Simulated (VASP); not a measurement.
```
CELL_PARAMETERS angstrom
      3.94806    -2.18362    -0.02048
      3.94806     2.18362    -0.02048
      2.75896     0.00000     3.56987
ATOMIC_POSITIONS crystal
  Sb 0.23428 0.23428 0.23428
  Sb 0.76572 0.76572 0.76572
```

Method: PBE GGA with D3 dispersion (zero damping), VASP's PBE PAW potentials (set 64) (plane waves; VASP 6.6.1). Run with 520 eV cut-off, Gaussian smearing of 0.050 eV, potentials Sb.

Unless said otherwise, spin-orbit coupling is left out, though it shifts the bands of the heavy elements here.

Q: Estimate the band gap (along the path) with the smallest direct gap where there is one.

A: 
The band gap (along the path) comes out as 0.04 eV. The smallest direct gap (along the path) is 0.07 eV.

Total energies compare only between runs with the same potentials, cut-off and functional.

The compound is Sb in the a7 structure. It was relaxed first.
